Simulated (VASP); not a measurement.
# Ga2SnSe (P4/mmm) in VASP: relaxation of cell and atoms with PBE

Aim: the relaxation of cell and atoms of Ga2SnSe with PBE.

All numbers are computed with VASP 6.6.1; they aren't measurements. Logs are shortened: lines on timing, memory, paths and dates and some standing lists are left out, and cuts for length are marked.

### 1 The structure

Symmetry: P4/mmm, No. 123, tetragonal system. Conventional cell: a = 4.061 Å, b = 4.061 Å, c = 5.602 Å, α = 90.00°, β = 90.00°, γ = 90.00°. Ga (site symmetry 4mm) has 1 Ga at 1.86 Å as nearest neighbours. Sn (site symmetry 4/mmm) is surrounded by 2 Se at 2.80 Å and 8 Ga at 3.02 Å. Se (site symmetry 4/mmm) has 2 Sn at 2.80 Å as nearest neighbours.

The cell was built by a generator and needn't be a form met in nature.

### 2 Relaxation of cell and atoms, PBE

INCAR reads:

```
SYSTEM = Ga2SnSe
PREC = Normal ; ENCUT = 520
EDIFF = 1E-4 ; ISMEAR = 0
SIGMA = 0.15 ; LREAL = .False.
LASPH = .True. ; NELM = 60
ALGO = Fast ; ISIF = 3
LWAVE = .False. ; LCHARG = .False.
GGA = PE ; IBRION = 2
NSW = 24 ; EDIFFG = -0.08
```

KPOINTS reads:

```
Automatic mesh
0
Gamma
  4 4 3
  0 0 0
```

POSCAR reads:

```
Ga2SnSe
1.0
    4.0613023600      0.0000000000      0.0000000000
    0.0000000000      4.0613023600      0.0000000000
    0.0000000000      0.0000000000      5.6023092200
Ga Sn Se
2 1 1
Direct
    0.0000000000      0.0000000000      0.6655891800
    0.0000000000      0.0000000000      0.3344108200
    0.5000000000      0.5000000000      0.5000000000
    0.5000000000      0.5000000000      0.0000000000
```

Potentials or basis: VASP PAW PBE potentials, release 64 (Ga_d, Sn_d, Se).

On the command line:

```console
> cat potpaw_PBE.64/Ga_d/POTCAR potpaw_PBE.64/Sn_d/POTCAR potpaw_PBE.64/Se/POTCAR > POTCAR
> mpirun -np 1 vasp_std > vasp.out
```

OUTCAR:

```text
SYSTEM = Ga2SnSe
   PREC = Normal
   ENCUT = 520
   EDIFF = 1E-4
   ISMEAR = 0
   LREAL = .False.
   LASPH = .True.
   NELM = 60
   ISIF = 3
   GGA = PE
   IBRION = 2
   NSW = 24
   EDIFFG = -0.08

 ion  position               nearest neighbor table
   1  0.000  0.000  0.666-   2 1.86   3 3.02   3 3.02   3 3.02   3 3.02
   2  0.000  0.000  0.334-   1 1.86   3 3.02   3 3.02   3 3.02   3 3.02
   3  0.500  0.500  0.500-   4 2.80   4 2.80   1 3.02   2 3.02   1 3.02   2 3.02   1 3.02   2 3.02
                             1 3.02   2 3.02
   4  0.500  0.500  0.000-   3 2.80   3 2.80

  LATTYP: Found a simple tetragonal cell.
 ALAT       =     4.0613023600
 C/A-ratio  =     1.3794366249

  Lattice vectors:

 A1 = (   4.0613023600,   0.0000000000,   0.0000000000)
 A2 = (   0.0000000000,   4.0613023600,   0.0000000000)
 A3 = (   0.0000000000,   0.0000000000,   5.6023092200)

Analysis of symmetry for initial positions (statically):
=====================================================================
 Subroutine PRICEL returns:
 Original cell was already a primitive cell.

 Routine SETGRP: Setting up the symmetry group for a
 simple tetragonal supercell.

 Subroutine GETGRP returns: Found 16 space group operations
 (whereof 16 operations were pure point group operations)
 out of a pool of 16 trial point group operations.

The static configuration has the point symmetry D_4h.

Analysis of symmetry for dynamics (positions and initial velocities):
=====================================================================
 Subroutine PRICEL returns:
 Original cell was already a primitive cell.

 Routine SETGRP: Setting up the symmetry group for a
 simple tetragonal supercell.

 Subroutine GETGRP returns: Found 16 space group operations
 (whereof 16 operations were pure point group operations)
 out of a pool of 16 trial point group operations.

The dynamic configuration has the point symmetry D_4h.

 Subroutine INISYM returns: Found 16 space group operations
 (whereof 16 operations are pure point group operations),
 and found     1 'primitive' translations

----------------------------------------------------------------------------------------

                                     Primitive cell

  volume of cell :      92.4055

  direct lattice vectors                    reciprocal lattice vectors
     4.061302360  0.000000000  0.000000000     0.246226435  0.000000000  0.000000000
     0.000000000  4.061302360  0.000000000     0.000000000  0.246226435  0.000000000
     0.000000000  0.000000000  5.602309220     0.000000000  0.000000000  0.178497823

  length of vectors
     4.061302360  4.061302360  5.602309220     0.246226435  0.246226435  0.178497823

  position of ions in fractional coordinates (direct lattice)
     0.000000000  0.000000000  0.665589180
     0.000000000  0.000000000  0.334410820
     0.500000000  0.500000000  0.500000000
     0.500000000  0.500000000  0.000000000

  ion indices of the primitive-cell ions
   primitive index   ion index
                 1           1
                 2           2
                 3           3
                 4           4

----------------------------------------------------------------------------------------

 KPOINTS: Automatic mesh

Automatic generation of k-mesh.
 Grid dimensions read from file:
 generate k-points for:    4    4    3

 Generating k-lattice:

  Cartesian coordinates                     Fractional coordinates (reciprocal lattice)
     0.061556609  0.000000000  0.000000000     0.250000000  0.000000000  0.000000000
     0.000000000  0.061556609  0.000000000     0.000000000  0.250000000  0.000000000
     0.000000000  0.000000000  0.059499274     0.000000000  0.000000000  0.333333333

  Length of vectors
     0.061556609  0.061556609  0.059499274

  Shift w.r.t. Gamma in fractional coordinates (k-lattice)
     0.000000000  0.000000000  0.000000000

 Subroutine IBZKPT returns following result:
 ===========================================

 Found     12 irreducible k-points:

 Following reciprocal coordinates:
            Coordinates               Weight
  0.000000  0.000000  0.000000      1.000000
  0.250000  0.000000  0.000000      4.000000
  0.500000  0.000000  0.000000      2.000000
  0.250000  0.250000  0.000000      4.000000
  0.500000  0.250000  0.000000      4.000000
  0.500000  0.500000  0.000000      1.000000
  0.000000  0.000000  0.333333      2.000000
  0.250000  0.000000  0.333333      8.000000
  0.500000  0.000000  0.333333      4.000000
  0.250000  0.250000  0.333333      8.000000
  0.500000  0.250000  0.333333      8.000000
  0.500000  0.500000  0.333333      2.000000
   k-points           NKPTS =     12   k-points in BZ     NKDIM =     12   number of bands    NBANDS=     27
   number of dos      NEDOS =    301   number of ions     NIONS =      4
   total plane-waves  NPLWV =  18432
   dimension x,y,z NGX =    24 NGY =   24 NGZ =   32
   dimension x,y,z NGXF=    48 NGYF=   48 NGZF=   64
   ions per type =               2   1   1
   NGX,Y,Z   is equivalent  to a cutoff of   9.82,  9.82,  9.50 a.u.
   NGXF,Y,Z  is equivalent  to a cutoff of  19.65, 19.65, 18.99 a.u.
 SYSTEM =  Ga2SnSe
   PREC   = normal    normal or accurate (medium, high low for compatibility)
   ISTART =      0    job   : 0-new  1-cont  2-samecut
   ICHARG =      2    charge: 1-file 2-atom 10-const
   ISPIN  =      1    spin polarized calculation?
   LNONCOLLINEAR =      F non collinear calculations
   LSORBIT =      F    spin-orbit coupling
   LASPH  =      T    aspherical Exc in radial PAW
   ENCUT  =  520.0 eV  38.22 Ry    6.18 a.u.   7.55  7.55 10.42*2*pi/ulx,y,z
   NELM   =     60;   NELMIN=  2; NELMDL= -5     # of ELM steps
   EDIFF  = 0.1E-03   stopping-criterion for ELM
   LREAL  =      F    real-space projection
   EDIFFG = -.8E-01   stopping-criterion for IOM
   NSW    =     24    number of steps for IOM
   IBRION =      2    ionic relax: 0-MD 1-quasi-New 2-CG
   NFREE  =      1    steps in history (QN), initial steepest desc. (CG)
   ISIF   =      3    stress and relaxation
   ISYM   =      2    0-nonsym 1-usesym 2-fastsym
   POTIM  = 0.5000    time-step for ionic-motion
   TEBEG  =    0.0;   TEEND  =   0.0 temperature during run
   PSTRESS=    0.0 pullay stress
   NELECT =      46.0000    total number of electrons
   NUPDOWN=      -1.0000    fix difference up-down
   EMIN   =  10.00;   EMAX   =-10.00  energy-range for DOS
   EFERMI =   0.00;   METHOD = LEGACY
   ISMEAR =     0;   SIGMA  =   0.15  broadening in eV -4-tet -1-fermi 0-gaus
   EFERMI_NEDOS =   21; number of points for ismear=-14 and -15
   IALGO  =     68    algorithm
   IMIX   =      4    mixing-type and parameters
     AMIX     =   0.40;   BMIX     =  1.00
     AMIX_MAG =   1.60;   BMIX_MAG =  1.00
  volume/ion in A,a.u.               =      23.10       155.90
  Fermi-wavevector in a.u.,A,eV,Ry     =   1.297463  2.451849 22.904175  1.683409
  Thomas-Fermi vector in A             =   2.428854
   LORBIT       =      0    0 simple, 1 ext, 2 COOP (PROOUT), +10 PAW based schemes
   GGA     = PE    functional components
   LHFCALC =     F    Hartree Fock is set to
   AEXX    =    0.0000 exact exchange contribution
   IVDW    =     0    specifies the selected vdW correction
   LEPSILON=     F    determine dielectric tensor
   LRPA    =     F    only Hartree local field effects (RPA)
 conjugate gradient relaxation of ions
 non-spin polarized calculation
 RMM-DIIS sequential band-by-band and
 Gauss-broadening in eV      SIGMA  =   0.15
  energy-cutoff  :      520.00
  volume of cell :       92.41
 maximum number of plane-waves:      2504
   NGX = 15   NGY = 15   NGZ = 21

--------------------------------------- Ionic step        1  -------------------------------------------

 number of electron      46.0000166 magnetization

 Free energy of the ion-electron system (eV)
  ---------------------------------------------------
  ext. energy  EPLUGINS =         0.00000000
  ---------------------------------------------------
  free energy    TOTEN  =        -9.45714400 eV

  energy without entropy =       -9.42403412  energy(sigma->0) =       -9.44058906

------------------------ aborting loop because EDIFF is reached ----------------------------------------

  FORCE on cell =-STRESS in cart. coord.  units (eV):
  Direction    XX          YY          ZZ          XY          YZ          ZX
  --------------------------------------------------------------------------------------
  -------------------------------------------------------------------------------------
  Total        1.0186834      1.0186834     25.9301253      0.0000000      0.0000000      0.0000000
  in kB       17.6624961     17.6624961    449.5908616      0.0000000      0.0000000      0.0000000
  external PRESSURE =     161.6386179 kB  Pullay stress =       0.0000000 kB
[... 95 lines left out ...]
  FREE ENERGIE OF THE ION-ELECTRON SYSTEM (eV)
  ---------------------------------------------------
  free  energy   TOTEN  =       -12.4276485516 eV

  energy  without entropy=      -12.4160080173  energy(sigma->0) =      -12.42182828

 E-fermi :   4.6411     XC(G=0):  -9.8930

 val. band max:        4.5167657370   @ k =   0.0000   0.0000   0.3333
 cond. band min:       4.6705488414   @ k =   0.5000   0.2500   0.0000
 fundamental gap:      0.1537831044
 Fermi energy:         4.6410867861

 k-point     1 :       0.0000    0.0000    0.0000
  band No.  band energies     occupation
      1     -16.9043      2.00000
      2     -16.8959      2.00000
      3     -16.8912      2.00000
      4     -16.8864      2.00000
      5     -16.8864      2.00000
      6     -10.3787      2.00000
[... 349 lines left out ...]
     26       7.4526      0.00000
     27       7.6435      0.00000

 E-fermi :   4.4552     XC(G=0):  -9.7316

 val. band max:        4.4543511731   @ k =   0.0000   0.0000   0.3333
 cond. band min:       4.7889981539   @ k =   0.2500   0.2500   0.0000
 fundamental gap:      0.3346469808
 Fermi energy:         4.4552271053

 k-point     1 :       0.0000    0.0000    0.0000
  band No.  band energies     occupation
      1     -17.2238      2.00000
      2     -17.2075      2.00000
      3     -17.2075      2.00000
      4     -17.1910      2.00000
      5     -17.1835      2.00000
      6     -10.5545      2.00000
[... 349 lines left out ...]
     26       6.7007      0.00000
     27       7.0325      0.00000

[... ionic steps 4 to 15 ...]

--------------------------------------- Ionic step       16  -------------------------------------------

 number of electron      46.0000074 magnetization

------------------------ aborting loop because EDIFF is reached ----------------------------------------
[... 71 lines left out ...]
--------------------------------------- Ionic step       18  -------------------------------------------

 number of electron      46.0000103 magnetization

 Free energy of the ion-electron system (eV)
  ---------------------------------------------------
  ext. energy  EPLUGINS =         0.00000000
  ---------------------------------------------------
  free energy    TOTEN  =       -13.50597544 eV

  energy without entropy =      -13.49843626  energy(sigma->0) =      -13.50220585

 E-fermi :   5.6418     XC(G=0): -10.1964

 val. band max:        5.3460802235   @ k =   0.2500   0.2500   0.0000
 cond. band min:       5.7490815264   @ k =   0.0000   0.0000   0.3333
 fundamental gap:      0.4030013029
 Fermi energy:         5.6417896953

 k-point     1 :       0.0000    0.0000    0.0000
  band No.  band energies     occupation
      1     -16.1500      2.00000
      2     -16.1163      2.00000
      3     -16.1163      2.00000
      4     -16.1111      2.00000
      5     -16.0978      2.00000
      6      -9.5384      2.00000
[... 380 lines left out ...]
  FREE ENERGIE OF THE ION-ELECTRON SYSTEM (eV)
  ---------------------------------------------------
  free  energy   TOTEN  =       -13.5059754403 eV

  energy  without entropy=      -13.4984362553  energy(sigma->0) =      -13.50220585

 reached required accuracy - stopping structural energy minimisation
```

It took 2.3 min on 1 thread of Intel Xeon 6975P-C (Granite Rapids), shared host; peak memory 0.17 GiB.

Results:

```yaml
Free_energy: -13.5060 eV
Relaxed_volume: 23.40 Å³/atom
Relaxed_cell: a = 4.025 Å, b = 4.025 Å, c = 5.778 Å, α = 90.00°, β = 90.00°, γ = 90.00°
Space_group_after_relaxing_to_0.05_Å: P4/mmm (No. 123)
Energy_gained_by_relaxing: 1012.2 meV/atom
Ionic_steps: 18
Pressure_after_relaxing: 0.3 GPa
Largest_force_after_relaxing: 0.037 eV/Å
Band_gap_on_the_k_mesh: none (metal or under the smearing width)
```

Forces in eV/Å, atoms in the order of the input:
```
Ga   0.000  0.000  0.037
Ga   0.000  0.000 -0.037
Sn   0.000  0.000  0.000
Se   0.000  0.000  0.000
```

Stress tensor (GPa, compression positive):
```
0.40 0.00 0.00
0.00 0.40 0.00
0.00 0.00 0.16
```

The path:
| step | energy change (eV) | largest force (eV/Å) | pressure (GPa) | volume (Å³) |
| --- | --- | --- | --- | --- |
| 1 | 0.0000 | 14.0643 | 16.16 | 92.41 |
| 2 | -0.9561 | 0.0679 | -7.29 | 124.30 |
| 3 | -2.9705 | 0.1074 | -7.35 | 121.94 |
| 4 | -3.0688 | 0.1480 | -6.78 | 119.85 |
| 5 | -3.5793 | 0.4730 | -5.28 | 105.99 |
| 6 | -3.4866 | 1.7414 | -0.59 | 99.17 |
| 7 | -3.6346 | 0.6874 | -3.69 | 103.98 |
| 8 | -3.6345 | 0.8318 | -3.63 | 103.38 |
| 9 | -3.8130 | 0.7550 | -0.99 | 96.24 |
| 10 | -3.8483 | 0.8310 | 3.49 | 88.05 |
| 11 | -3.8607 | 0.8493 | 1.80 | 90.93 |
| 12 | -3.9633 | 0.6318 | 1.38 | 91.19 |
| 13 | -4.0366 | 0.1953 | 1.40 | 91.62 |
| 14 | -4.0399 | 0.1156 | 1.05 | 91.52 |
| 15 | -4.0405 | 0.0426 | 1.27 | 91.55 |
| 16 | -4.0405 | 0.0651 | 1.42 | 91.54 |
| 17 | -4.0455 | 0.1116 | -0.74 | 95.05 |
| 18 | -4.0488 | 0.0371 | 0.32 | 93.59 |

Final structure:
```
CELL_PARAMETERS angstrom
4.02455 0.00000 0.00000
0.00000 4.02455 0.00000
0.00000 0.00000 5.77811
ATOMIC_POSITIONS crystal
Ga 0.00000 0.00000 0.76236
Ga 0.00000 0.00000 0.23764
Sn 0.50000 0.50000 0.50000
Se 0.50000 0.50000 0.00000
```

Caveat: the k mesh is coarse (spacing up to 0.39 Å⁻¹), so the values aren't converged; the relaxation stopped at a loose force limit of 0.08 eV/Å, so its end isn't a converged minimum.
